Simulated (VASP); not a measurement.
Here is the system:

```yaml
crystal:
  lattice:
    - [0.00000, 3.04061, 3.04061]
    - [3.04061, 0.00000, 3.04061]
    - [3.04061, 3.04061, 0.00000]
  atoms:
    - { symbol: Cu, position: [0.00000, 0.00000, 0.00000] }
    - { symbol: I, position: [0.25000, 0.25000, 0.25000] }
```

Calculation: r2SCAN meta-GGA, VASP's PBE PAW potentials (set 64) (plane waves; VASP). Run with 520 eV cut-off, 8×8×8 Γ-centred mesh, Gaussian smearing of 0.050 eV, potentials Cu I.

### Question
Give the stress tensor in GPa (positive for a compressed cell).

### Answer

```
-1.22   0.00   0.00
 0.00  -1.22   0.00
 0.00   0.00  -1.22
```
The pressure is its mean diagonal, -1.22 GPa.

The compound is CuI in the zinc blende structure. This cell is one point of a volume scan, at 1.03 of the reference volume.
